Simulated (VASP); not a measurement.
Energy against volume of Mg3Sb2 (a-la2o3). Computed with optB86b-vdW, VASP's PBE PAW potentials (set 64) (plane waves; VASP). Settings: 520 eV cut-off, 6×6×3 Γ-centred mesh, Gaussian smearing of 0.050 eV, potentials Mg Sb.

Shape and ions are relaxed at each volume.

```
V (Å³/atom)  E (eV/atom)
-----------  -----------
24.613          -1.34098
25.399          -1.35201
26.184          -1.35542
26.970          -1.35235
```

Fit these four points and predict the energy of the run at 27.756 Å³/atom.

A cubic in V^(−2/3), the third-order Birch-Murnaghan form, passes through the four points with V0 = 26.18 Å³/atom and B0 = 44 GPa, and gives -1.3438 eV/atom there. The run gave -1.3437 eV/atom, +0.0 meV/atom from the fit; all five points give B0 = 44 GPa.

The compound is Mg3Sb2 in the a-la2o3 structure. It was relaxed first.
